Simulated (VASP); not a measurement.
A convergence study with VASP on MoTe$_{2}$: one setting is varied, all else stays as given below, so the limit is that of these other settings.

```
CELL_PARAMETERS angstrom
      3.53056     0.00000     0.00000
     -1.76528     3.05755     0.00000
      0.00000     0.00000    24.61342
ATOMIC_POSITIONS crystal
  Te 0.66667 0.33333 0.71560
  Te 0.33333 0.66667 0.43117
  Te 0.33333 0.66667 0.28440
  Te 0.66667 0.33333 0.56883
  Mo 0.66667 0.33333 0.35779
  Mo 0.33333 0.66667 0.64222
```

These are LDA (Ceperley-Alder, Perdew-Zunger), VASP's LDA PAW potentials (set 64) (plane waves; VASP) values and carry that method's errors. The tightest run used: 300 eV cut-off, 20×20×1 Γ-centred mesh, Fermi-Dirac smearing of 0.010 eV, potentials Te Mo_sv.

```csv
setting,E (eV/atom),largest force (eV/Å),irreducible k-points
2×2×1 mesh,-6.5916,0.235,2
3×3×1 mesh,-6.8760,0.641,3
4×4×1 mesh,-6.8573,0.440,4
```

These are the cheaper rows. Estimate the results at 20×20×1 mesh, and how far the last row shown lies from them.

| quantity | tightest run | last row shown is off by |
|---|---|---|
| E (eV/atom) | -6.8395 | -0.0178 |
| largest force (eV/Å) | 0.440 | 0.000 |

Left out are rungs that failed or repeat a setting and relaxations that didn't move; long series are thinned to 24 rows.

The cell is a sheet or thin cut with vacuum, built from a generated structure.
